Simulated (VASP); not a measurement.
Data:

```
CELL_PARAMETERS angstrom
      0.00000     2.36356     2.36356
      2.36356     0.00000     2.36356
      2.36356     2.36356     0.00000
ATOMIC_POSITIONS crystal
  B  0.00000 0.00000 0.00000
  As 0.25000 0.25000 0.25000
```

All values below come from AM05 GGA, VASP's PBE PAW potentials (set 64) (plane waves; VASP). Settings: 520 eV cut-off, 10×10×10 Γ-centred mesh, Gaussian smearing of 0.050 eV, potentials B As.

Problem. Give the stress tensor in GPa (positive for a compressed cell).

Solution. 
```
4.54  0.00  0.00
0.00  4.54  0.00
0.00  0.00  4.54
```
The pressure is its mean diagonal, 4.54 GPa.

The compound is BAs in the zinc blende structure. This cell is one point of a volume scan, at 0.97 of the reference volume.
